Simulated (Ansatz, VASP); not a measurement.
# In3As: VASP beside Ansatz, part 2 of 2

Aim: how closely do two programs agree when they are given the same cell, functional and k mesh? The cell is generated by rule, not measured, and may not be a known phase. Of the first pair: The two relaxations start from unlike cells of this crystal (the structure described is Ansatz's start), so only their ends are compared.

VASP 6.6.1 and Ansatz 0.2.0.

So far: Starting point; VASP: relaxation of cell and atoms, PBEsol, pair 1; Ansatz: relaxation of cell and atoms, PBEsol, pair 1; Differences.

**5. VASP: relaxation of cell and atoms, PBEsol, pair 2**

Level of this step: PBEsol; plane waves and PAW (As, In_d); invented cell (VASP).

The relaxed volume is the usual yardstick between codes: in a stiff, nearly cubic crystal its relative difference is about their pressure difference at one cell divided by the bulk modulus. This pair takes another cell of the material, with 8 atoms against 4 for the pair before.

File INCAR:

```
SYSTEM = In3As
PREC = Accurate
ENCUT = 500
EDIFF = 1E-07
NELM = 120
ISMEAR = 1
SIGMA = 0.15
LREAL = .FALSE.
ALGO = Normal
GGA = PS
NBANDS = 54
LORBIT = 11
LWAVE = .FALSE.
LCHARG = .FALSE.
ISIF = 3
IBRION = 2
NSW = 80
EDIFFG = -0.005
LASPH = .TRUE.
GGA_COMPAT = .FALSE.
NELMIN = 4
KPAR = 2
```

File POSCAR:

```
In3As
1.0
    5.4797600000      0.0000000000      0.0000000000
    0.0000000000      5.4797600000      0.0000000000
    0.0000000000      0.0000000000      6.5156310000
As In
2 6
Direct
    0.0000000000      0.5000000000      0.3827372974
    0.5000000000      0.0000000000      0.6172627026
    0.5000000000      0.5000000000      0.5000000767
    0.0000000000      0.0000000000      0.0000000000
    0.5000000000      0.5000000000      0.0000000000
    0.0000000000      0.0000000000      0.5000000767
    0.0000000000      0.5000000000      0.8098147363
    0.5000000000      0.0000000000      0.1901852637
```

File KPOINTS:

```
Automatic mesh
0
Gamma
6 6 6
0 0 0
```

The projector-augmented-wave data sets are As and In_d (PBE family, release 64).

Run with:

```bash
$ mpirun -np 2 vasp_std
```

Numbers of over 12 decimals in the logs are rounded to 6 here.

Output:

```text
[banner, memory and clock lines left out]
running    2 mpi-ranks, on    1 nodes
[...]
[... a notice as in an earlier step ...]

 LDA part: xc-table for (Slater+PW92), standard interpolation
 POSCAR, INCAR and KPOINTS ok, starting setup
[...]
entering main loop
       N       E                     dE             d eps       ncg     rms          rms(c)
DAV:   1     0.933415410474E+03    0.93342E+03   -0.39411E+04  4320   0.208E+03
DAV:   2     0.100819485870E+03   -0.83260E+03   -0.81810E+03  4320   0.540E+02
DAV:   3    -0.205229165467E+02   -0.12134E+03   -0.11841E+03  4774   0.217E+02
DAV:   4    -0.282463436585E+02   -0.77234E+01   -0.76559E+01  5224   0.562E+01
[...]
DAV:  13    -0.279386914319E+02    0.11580E-06   -0.49027E-06  5780   0.314E-02    0.258E-03
DAV:  14    -0.279386917438E+02   -0.31193E-06   -0.75013E-07  5294   0.788E-03    0.170E-03
DAV:  15    -0.279386917349E+02    0.89385E-08   -0.89714E-08  3064   0.219E-03
   1 F= -.27938692E+02 E0= -.27937907E+02  d E =-.279387E+02
[... from here on, the cycles between the ionic steps are left out ...]
   2 F= -.27941872E+02 E0= -.27941235E+02  d E =-.318009E-02
   5 F= -.27944147E+02 E0= -.27943302E+02  d E =-.155360E-02
   6 F= -.27944175E+02 E0= -.27943290E+02  d E =-.158220E-02
   7 F= -.27944489E+02 E0= -.27943494E+02  d E =-.313632E-03
   8 F= -.27944522E+02 E0= -.27943553E+02  d E =-.347014E-03
   9 F= -.27944522E+02 E0= -.27943551E+02  d E =-.346890E-03
  10 F= -.27944531E+02 E0= -.27943558E+02  d E =-.842284E-05
  11 F= -.27944541E+02 E0= -.27943562E+02  d E =-.189267E-04
  12 F= -.27944547E+02 E0= -.27943573E+02  d E =-.535470E-05
  13 F= -.27944557E+02 E0= -.27943599E+02  d E =-.159621E-04
  14 F= -.27944555E+02 E0= -.27943627E+02  d E =-.135862E-04
[...]
reached required accuracy - stopping structural energy minimisation
```

OUTCAR, selected parts (step 5):

```text
  Total       -0.0337611     -0.0337611     -0.0089822      0.0000000     -0.0000000     -0.0000000
  in kB       -0.2773307     -0.2773307     -0.0737842      0.0000000     -0.0000000     -0.0000000
  external PRESSURE =      -0.2094819 kB  Pullay stress =       0.0000000 kB

 POSITION                                       TOTAL-FORCE (eV/Angst)
 -----------------------------------------------------------------------------------
      5.50197      2.75099      2.45744        -0.000000     -0.000000      0.002937
      2.75099     -0.00000      3.98562         0.000000      0.000000     -0.002937
      2.75099      2.75099      3.22153        -0.000000     -0.000000      0.000000
      0.00000      0.00000     -0.00000        -0.000000      0.000000      0.000000
      2.75099      2.75099     -0.00000         0.000000     -0.000000      0.000000
      5.50197     -0.00000      3.22153         0.000000      0.000000      0.000000
     -0.00000      2.75099      5.23998         0.000000      0.000000     -0.002497
      2.75099      5.50197      1.20308        -0.000000     -0.000000      0.002497
 -----------------------------------------------------------------------------------
    total drift:                               -0.000000      0.000000     -0.000357

  FREE ENERGIE OF THE ION-ELECTRON SYSTEM (eV)
  ---------------------------------------------------
  free  energy   TOTEN  =       -27.9445547886 eV

  energy  without entropy=      -27.9417712835  energy(sigma->0) =      -27.94362695

[... 1 part as in an earlier step ...]

[... 3 further parts left out ...]
[key lines of the parts left out:]
E-fermi :   6.9184
```

The run keeps the 16 symmetry operations of its start, so it cannot find a distortion of lower symmetry.

**6. Ansatz: relaxation of cell and atoms, PBEsol, pair 2**

The same cell, functional, mesh and smearing now go to Ansatz, which takes its cutoff from its data sets.

The cell is taken from a series of runs on this material, whose earlier steps may have relaxed, scaled, displaced or heated it; both programs get it as it stands.

File input.yaml:

```yaml
crystal:
  lattice:
    - [5.4797597553, 0.0, 0.0]
    - [0.0, 5.4797597553, 0.0]
    - [0.0, 0.0, 6.515631032]
  atoms:
    - { symbol: As, position: [0.0, 0.5, 0.3827373444] }
    - { symbol: As, position: [0.5, 0.0, 0.6172626556] }
    - { symbol: In, position: [0.5, 0.5, 0.5] }
    - { symbol: In, position: [0.0, 0.0, 0.0] }
    - { symbol: In, position: [0.5, 0.5, 0.0] }
    - { symbol: In, position: [0.0, 0.0, 0.5] }
    - { symbol: In, position: [0.0, 0.5, 0.8098147246] }
    - { symbol: In, position: [0.5, 0.0, 0.1901852754] }
kpoints:
  mp_grid: { grid: [6, 6, 6] }
hamiltonian:
  xc: pbesol
scf:
  occupations: { method: methfessel_paxton, width: 0.15 }
output:
  forces: true
  stress: true
  eigenvalues: true
relax:
  adjacent_minimum: "off"
  f_tol: 0.001
  max_steps: 60
  cell: { stress_tol: 0.01 }
```

Run with:

```bash
$ ansatz run input.yaml --threads 4 --pin off --max-ram 7168MiB --backend cpu --events-out ev --progress --plain --runs-dir out
```

Output:

```text
[...]
Crystal: 8 atoms, lattice volume = 195.650 Å³
Basis set: ecut = 420 eV, 3825 PW (Γ), exchange–correlation on 80×80×90 points (8 copies of the dense FFT grid, shifted against one another)
Bands: 65, of which v1, the nominal top of the filled ones, is band 54 counted from 1 (53 counted from 0)
Symmetry: 16 space group operations
[...]
k-points: 40 of 216
[...]
cell:  # Å, volume = 194.9204 Å³
    - [5.499227, 0, 0.0]
    - [0, 5.499227, 0.0]
    - [0.0, 0.0, 6.445461]
  atoms:
    - { symbol: As, position: [0, 0.5, 0.382008] }
    - { symbol: As, position: [0.5, 0, 0.617992] }
    - { symbol: In, position: [0.5, 0.5, 0.500000] }
    - { symbol: In, position: [0, 0, 0] }
    - { symbol: In, position: [0.5, 0.5, 0] }
    - { symbol: In, position: [0, 0, 0.500000] }
    - { symbol: In, position: [0, 0.5, 0.813052] }
    - { symbol: In, position: [0.5, 0, 0.186948] }
[key lines of the parts left out:]
SCF converged after 7 iterations
Free energy (F): -42778.314476 eV
Fermi energy:    10.291315 eV
P = ⅓ Tr σ = 0.0009 GPa (0.009 kbar)
```

**7. Differences**

What differs besides the data sets and the points named for the pairs above, as far as they apply: the data sets hold 108 valence electrons in Ansatz (on its default PAW (the set named soft_2) files) and 88 in VASP. Total energies have different zeros and are not compared.

Compared:

```tsv
quantity	Ansatz	VASP	difference
volume (Å³)	194.92	195.04	-0.06 %
edge a after relaxation, in the typed setting (Å)	5.499	5.502	-0.05 %
edge c after relaxation, in the typed setting (Å)	6.446	6.443	+0.04 %
```

**8. VASP: relaxation of cell and atoms, PBEsol, pair 3**

The relaxed volume is the usual yardstick between codes: in a stiff, nearly cubic crystal its relative difference is about their pressure difference at one cell divided by the bulk modulus.

INCAR is that of step 5.

File POSCAR:

```
In3As
1.0
    0.0000000000     -3.8758638424     -3.8758638424
    0.0000000000      3.8758638424     -3.8758638424
    6.5189562260      0.0000000000      0.0000000000
As In
2 6
Direct
    0.5000000000      0.5000000000      0.6321037613
    0.0000000000      0.0000000000      0.8678961701
    0.0000000000      0.5000000000      0.7499998970
    0.5000000000      0.0000000000      0.2499999657
    0.0000000000      0.5000000000      0.2499999657
    0.5000000000      0.0000000000      0.7499998970
    0.5000000000      0.5000000000      0.0596570642
    0.0000000000      0.0000000000      0.4403428671
```

File KPOINTS:

```
Automatic mesh
0
Gamma
6 6 4
0 0 0
```

Run with:

```bash
$ mpirun -np 2 vasp_std
```

Output:

```text
[... set-up lines as in an earlier step ...]
 entering main loop
       N       E                     dE             d eps       ncg     rms          rms(c)
DAV:   1     0.922886626470E+03    0.92289E+03   -0.39638E+04  3258   0.208E+03
DAV:   2     0.963488265845E+02   -0.82654E+03   -0.81164E+03  3240   0.538E+02
DAV:   3    -0.211207137735E+02   -0.11747E+03   -0.11486E+03  3576   0.216E+02
DAV:   4    -0.282810976640E+02   -0.71604E+01   -0.71001E+01  3944   0.551E+01
[...]
DAV:  15    -0.278996308997E+02    0.21201E-06   -0.18875E-07  2222   0.572E-03    0.772E-04
DAV:  16    -0.278996310327E+02   -0.13305E-06   -0.46979E-08  2100   0.380E-03    0.198E-04
DAV:  17    -0.278996310507E+02   -0.17979E-07   -0.21596E-08  2040   0.132E-03
   1 F= -.27899631E+02 E0= -.27899009E+02  d E =-.278996E+02
[...]
N       E                     dE             d eps       ncg     rms          rms(c)
DAV:   1    -0.279002111684E+02   -0.58014E-03   -0.15262E-02  4122   0.136E+00    0.149E-01
DAV:   2    -0.278997191329E+02    0.49204E-03   -0.12367E-03  4120   0.421E-01    0.523E-02
DAV:   3    -0.278996465912E+02    0.72542E-04   -0.27226E-04  4552   0.183E-01    0.255E-02
DAV:   4    -0.278996470838E+02   -0.49260E-06   -0.12957E-05  3672   0.359E-02    0.149E-02
DAV:   5    -0.278996485393E+02   -0.14556E-05   -0.24263E-06  4516   0.204E-02    0.409E-03
DAV:   6    -0.278996491131E+02   -0.57382E-06   -0.58563E-07  3412   0.867E-03    0.190E-03
DAV:   7    -0.278996493719E+02   -0.25878E-06   -0.74795E-08  1958   0.377E-03    0.534E-04
DAV:   8    -0.278996494446E+02   -0.72680E-07   -0.38160E-08  1800   0.232E-03
   2 F= -.27899649E+02 E0= -.27899013E+02  d E =-.183939E-04
 trial-energy change:   -0.000018  1 .order   -0.000018   -0.000039    0.000003
 step:   0.9380(harm=  0.9343)  dis= 0.00015  next Energy=   -27.899650 (dE=-0.185E-04)
 reached required accuracy - stopping structural energy minimisation
```

OUTCAR, selected parts (step 8):

```text
  Total       -0.0083258      0.0166936      0.0166936      0.0000000      0.0000000      0.0000000
  in kB       -0.0681594      0.1366621      0.1366621      0.0000000      0.0000000      0.0000000
  external PRESSURE =       0.0683883 kB  Pullay stress =       0.0000000 kB

 POSITION                                       TOTAL-FORCE (eV/Angst)
 -----------------------------------------------------------------------------------
      4.11917     -0.00000     -3.87515        -0.001074      0.000000      0.000000
      5.65537      3.87515     -3.87515         0.001074     -0.000000     -0.000000
      4.88727     -1.93758     -5.81273         0.000000     -0.000000     -0.000000
      1.62909     -1.93758     -1.93758        -0.000000     -0.000000     -0.000000
      1.62909     -1.93758     -5.81273        -0.000000      0.000000      0.000000
      4.88727      1.93758     -5.81273         0.000000     -0.000000     -0.000000
      0.38880     -0.00000     -3.87515         0.003831     -0.000000     -0.000000
      2.86938      3.87515     -3.87515        -0.003831      0.000000      0.000000
 -----------------------------------------------------------------------------------
    total drift:                                0.000331      0.000000     -0.000000

  FREE ENERGIE OF THE ION-ELECTRON SYSTEM (eV)
  ---------------------------------------------------
  free  energy   TOTEN  =       -27.8996494446 eV

  energy  without entropy=      -27.8977388476  energy(sigma->0) =      -27.89901258

[... 1 part as in an earlier step ...]

[... 3 further parts left out ...]
[key lines of the parts left out:]
E-fermi :   6.8452
```

**9. Ansatz: relaxation of cell and atoms, PBEsol, pair 3**

Its own start cell and the same functional, mesh and smearing now go to Ansatz, which takes its cutoff from its data sets.

The two relaxations start from unlike cells of this crystal (the structure described is Ansatz's start), so only their ends are compared.

File input.yaml:

```yaml
crystal:
  lattice:
    - [0.0, -3.6418882994, -3.6418882994]
    - [0.0, 3.6418882994, -3.6418882994]
    - [7.2837765988, 0.0, 0.0]
  atoms:
    - { symbol: As, position: [0.5, 0.5, 0.5823748493] }
    - { symbol: As, position: [0.0, 0.0, -0.0823748493] }
    - { symbol: In, position: [0.0, 0.5, 0.75] }
    - { symbol: In, position: [0.5, 0.0, 0.25] }
    - { symbol: In, position: [1.0, 0.5, 0.25] }
    - { symbol: In, position: [0.5, 0.0, 0.75] }
    - { symbol: In, position: [0.5, 0.5, 0.0088580806] }
    - { symbol: In, position: [0.0, 0.0, 0.4911419194] }
kpoints:
  mp_grid: { grid: [6, 6, 4] }
hamiltonian:
  xc: pbesol
scf:
  occupations: { method: methfessel_paxton, width: 0.15 }
output:
  forces: true
  stress: true
  eigenvalues: true
relax:
  adjacent_minimum: "off"
  f_tol: 0.002
  max_steps: 120
  cell: { stress_tol: 0.03 }
```

Run with:

```bash
$ ansatz run input.yaml --threads 4 --pin off --max-ram 7168MiB --backend cpu --events-out ev --progress --plain --runs-dir out
```

Output:

```text
[...]
Crystal: 8 atoms, lattice volume = 193.215 Å³
Basis set: ecut = 420 eV, 3785 PW (Γ), exchange–correlation on 72×72×100 points (8 copies of the dense FFT grid, shifted against one another)
Bands: 65, of which v1, the nominal top of the filled ones, is band 54 counted from 1 (53 counted from 0)
Symmetry: 16 space group operations
[...]
k-points: 30 of 144
[...]
- [0, -3.874775, -3.874775]
    - [0, 3.874775, -3.874775]
    - [6.515631, 0, 0.0]
  atoms:
    - { symbol: As, position: [0.5, 0.5, 0.632737] }
    - { symbol: As, position: [0, 0, -0.132737] }
    - { symbol: In, position: [0.0, 0.5, 0.75] }
    - { symbol: In, position: [0.5, 0.0, 0.25] }
    - { symbol: In, position: [1.0, 0.500000, 0.25] }
    - { symbol: In, position: [0.5, 0.0, 0.75] }
    - { symbol: In, position: [0.5, 0.5, 0.059815] }
    - { symbol: In, position: [0, 0, 0.440185] }
[key lines of the parts left out:]
SCF converged after 7 iterations
Free energy (F): -42778.270201 eV
Fermi energy:    10.199223 eV
P = ⅓ Tr σ = 0.0012 GPa (0.012 kbar)
```

**10. Comparison**

What differs besides the data sets and the points named for the pairs above, as far as they apply: the data sets hold 108 valence electrons in Ansatz (on its default PAW (the set named soft_2) files) and 88 in VASP. Total energies have different zeros and are not compared.

The two programs side by side:

```tsv
quantity	Ansatz	VASP	difference
volume (Å³)	195.65	195.71	-0.03 %
edge a after relaxation, in the typed setting (Å)	5.480	5.480	-0.01 %
edge c after relaxation, in the typed setting (Å)	6.516	6.516	-0.01 %
```

**11. Outcome**

| Property | Result |
| --- | --- |
| difference in volume (relaxation of cell and atoms, PBEsol, pair 1) | 0.057 % |
| difference in volume (relaxation of cell and atoms, PBEsol, pair 2) | -0.063 % |
| difference in volume (relaxation of cell and atoms, PBEsol, pair 3) | -0.031 % |

In words: The difference in volume is -0.063 % (relaxation of cell and atoms, PBEsol, pair 2), within the 1.2 % picked in this series as the mark of a large difference, as far as the stopping tolerances let one tell. The data sets hold unlike numbers of valence electrons (54 in Ansatz and 44 in VASP and 108 in Ansatz and 88 in VASP), so part of the differences comes from the potentials. 2 further runs of this series are not shown here. How closely two codes agree says nothing of how well the functional describes the real material.

[Lines on the potential files, build, host, timing and source positions are cut from VASP's logs without a mark.]

[Logs are printed without paths, hosts, clocks, repeated set-up lines and the standing remarks that a program may print on its own settings, such as how far it seeks lower states.]

[Hosts, paths, dates, database ids (printed as entryN), source tags and the programs' standing remarks are cut or masked in the printed files.]
